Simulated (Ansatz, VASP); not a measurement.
## One calculation of SnSb2, two programs

```
CELL_PARAMETERS angstrom
0.00000 3.64430 3.64430
3.64430 0.00000 3.64430
3.64430 3.64430 0.00000
ATOMIC_POSITIONS crystal
Sn 0.00000 0.00000 0.00000
Sb 0.25000 0.25000 0.25000
Sb 0.75000 0.75000 0.75000
```

Alike in both runs: functional PBE; k mesh 12 × 12 × 12; occupations gaussian, width 0.1 eV; no spin polarisation.

Ansatz relaxed the structure, and its values are those at the end. VASP's run is a single point on that final structure, the one shown.

|  | VASP | Ansatz |
| --- | --- | --- |
| version | VASP 6.6.1 | Ansatz 0.2.0 |
| potentials or method | VASP PAW PBE potentials, release 64 (Sn_d, Sb) | scalar-relativistic, plane waves, PAW |
| plane-wave cutoff (eV) | 520 | 420 |
| valence electrons in the cell | 24 | 44 |

Ansatz gave:

| Quantity | Value |
| --- | --- |
| gap on the k mesh at the Fermi level (eV) | none |
| pressure (GPa) | 0.0 |

Problem. Which values does VASP return?

Solution. gap on the k mesh at the Fermi level (eV): none; pressure (GPa): -0.1.

A gap of «none» marks a metal or a gap that the smearing closes. The two sets of potentials don't hold the same shells in valence.

The runs have no spin-orbit coupling, so splittings on Sb are missing.
